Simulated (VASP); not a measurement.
Output of a VASP run:

**OSZICAR**
```
       N       E                     dE             d eps       ncg     rms          rms(c)
DAV:   1     0.322783577062E+03    0.32278E+03   -0.20348E+04  1000   0.135E+03
DAV:   2    -0.566559983591E+01   -0.32845E+03   -0.32301E+03  1186   0.403E+02
DAV:   3    -0.236797113240E+02   -0.18014E+02   -0.17966E+02  1237   0.991E+01
DAV:   4    -0.240780340684E+02   -0.39832E+00   -0.39805E+00  1632   0.125E+01
DAV:   5    -0.240802854999E+02   -0.22514E-02   -0.22510E-02  1269   0.861E-01    0.135E+01
DAV:   6    -0.218077947959E+02    0.22725E+01   -0.95143E+00  1397   0.360E+01    0.101E+01
DAV:   7    -0.217587318706E+02    0.49063E-01   -0.75942E-01  1057   0.704E+00    0.615E+00
DAV:   8    -0.217066934765E+02    0.52038E-01   -0.24156E-01  1159   0.392E+00    0.820E-01
DAV:   9    -0.216949209167E+02    0.11773E-01   -0.62706E-02  1136   0.199E+00    0.140E-01
DAV:  10    -0.216953007924E+02   -0.37988E-03   -0.36463E-03  1207   0.619E-01    0.114E-01
DAV:  11    -0.216953531103E+02   -0.52318E-04   -0.20168E-04  1383   0.158E-01    0.770E-02
DAV:  12    -0.216953290736E+02    0.24037E-04   -0.23646E-04  1039   0.118E-01    0.247E-02
DAV:  13    -0.216953291467E+02   -0.73155E-07   -0.52616E-06  1143   0.208E-02
   1 F= -.21695329E+02 E0= -.21695329E+02  d E =-.597380E-10
```

OUTCAR:
```
------------------------ aborting loop because EDIFF is reached ----------------------------------------
  FORCE on cell =-STRESS in cart. coord.  units (eV):
  Direction    XX          YY          ZZ          XY          YZ          ZX
  --------------------------------------------------------------------------------------
  Total       -5.0006218     -5.0006218     -5.0006218      0.0000000      0.0000000     -0.0000000
  in kB      -95.2117867    -95.2117867    -95.2117867      0.0000000      0.0000000     -0.0000000
  external PRESSURE =     -95.2117867 kB  Pullay stress =       0.0000000 kB
  volume of cell :       84.15
      direct lattice vectors                 reciprocal lattice vectors
     4.382090000  0.000000000  0.000000000     0.228201612  0.000000000  0.000000000
     0.000000000  4.382090000  0.000000000     0.000000000  0.228201612  0.000000000
     0.000000000  0.000000000  4.382090000     0.000000000  0.000000000  0.228201612
 POSITION                                       TOTAL-FORCE (eV/Angst)
 -----------------------------------------------------------------------------------
      0.00000      0.00000      0.00000         0.000000      0.000000      0.000000
      2.19104      2.19104      2.19104         0.000000      0.000000      0.000000
      0.00000      2.19104      2.19104         0.000000      0.000000      0.000000
      2.19104      0.00000      2.19104         0.000000      0.000000      0.000000
      2.19104      2.19104      0.00000         0.000000      0.000000      0.000000
 -----------------------------------------------------------------------------------
    total drift:                                0.000000      0.000000     -0.000000
  FREE ENERGIE OF THE ION-ELECTRON SYSTEM (eV)
  ---------------------------------------------------
  free  energy   TOTEN  =       -21.6953291467 eV

  energy  without entropy=      -21.6953291467  energy(sigma->0) =      -21.69532915
```
(Selected blocks of OUTCAR.)

### POSCAR
```
KCdF3
1
    4.3820900000     0.0000000000     0.0000000000
    0.0000000000     4.3820900000     0.0000000000
    0.0000000000     0.0000000000     4.3820900000
K Cd F
1 1 3
Direct
  0.0000000000   0.0000000000   0.0000000000
  0.5000000000   0.5000000000   0.5000000000
  0.0000000000   0.5000000000   0.5000000000
  0.5000000000   0.0000000000   0.5000000000
  0.5000000000   0.5000000000   0.0000000000
```

### Question
Write an INCAR and KPOINTS that could have produced this output.

### Answer
Several could match; the one computed here: the input of the run itself, LDA (Ceperley-Alder, Perdew-Zunger), plane waves, VASP's LDA PAW potentials (set 64).

**KPOINTS**
```
Automatic mesh
0
Gamma
6 6 6
0 0 0
```

**INCAR**
```
SYSTEM  =  KCdF3
PREC  =  Accurate; ENCUT  =  400; LREAL  =  .FALSE.
LASPH  =  .TRUE.
EDIFF  =  1E-6; NELM  =  100; ALGO  =  Normal
LMAXMIX  =  4
ISMEAR  =  -1; SIGMA  =  0.05
ISIF  =  2
LWAVE  =  .FALSE.; LCHARG  =  .FALSE.
```

POTCAR, in this order: K_sv Cd F (LDA.64 set). Program: vasp_std.

At this cut-off the stress carries a Pulay error, which pulls relaxed volumes low.

The structure comes from a computed database's KCdF3 entry (Pm-3m); how it stands against other phases isn't given here. The cell was not relaxed at this level. The run is one of a series of settings (GGA removed, POTCAR K_sv Cd F (LDA.64 set) against the base run), some of them coarse on purpose.
